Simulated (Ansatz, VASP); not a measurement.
## One calculation of HfCl4F, two programs

```xyz
6
Lattice="0.0000 3.8622 3.8622 3.8622 0.0000 3.8622 3.8622 3.8622 0.0000" Properties=species:S:1:pos:R:3 pbc="T T T"
Hf    1.9311    1.9311    1.9311
Cl    4.8292    6.7573    4.8292
Cl    4.8292    4.8292    6.7573
Cl    6.7573    6.7573    6.7573
Cl    6.7573    4.8292    4.8292
F     3.8622    3.8622    3.8622
```

Change from the starting cell: species swapped into the DyCdNi4 type (F-43m, No. 216).

Alike in both runs: functional PBE; k mesh 4 × 4 × 4; occupations gaussian, width 0.1 eV; no spin polarisation.

Ansatz relaxed the structure, and its values are those at the end. VASP's run is a single point on that final structure, the one shown.

|  | VASP | Ansatz |
| --- | --- | --- |
| version | VASP 6.6.1 | Ansatz 0.2.0 |
| potentials or method | VASP PAW PBE potentials, release 64 (Hf_pv, Cl, F) | scalar-relativistic, plane waves, PAW |
| plane-wave cutoff (eV) | 520 | 420 |
| valence electrons in the cell | 45 | 61 |

VASP gave:

* gap on the k mesh at the Fermi level (eV): none
* pressure (GPa): -0.4
* rms of the force components (eV/Å): 0.014

**Question.** What did Ansatz give for the same quantities?

**Answer.** gap on the k mesh at the Fermi level (eV): none; pressure (GPa): -0.1; rms of the force components (eV/Å): 0.012.

A gap of «none» marks a metal or a gap that the smearing closes. The two sets of potentials don't hold the same shells in valence.

Caveats: an odd number of electrons without spin polarisation forces a metal; a magnetic or distorted state may lie lower. Spin-orbit coupling is left out, which matters for the levels of Hf.
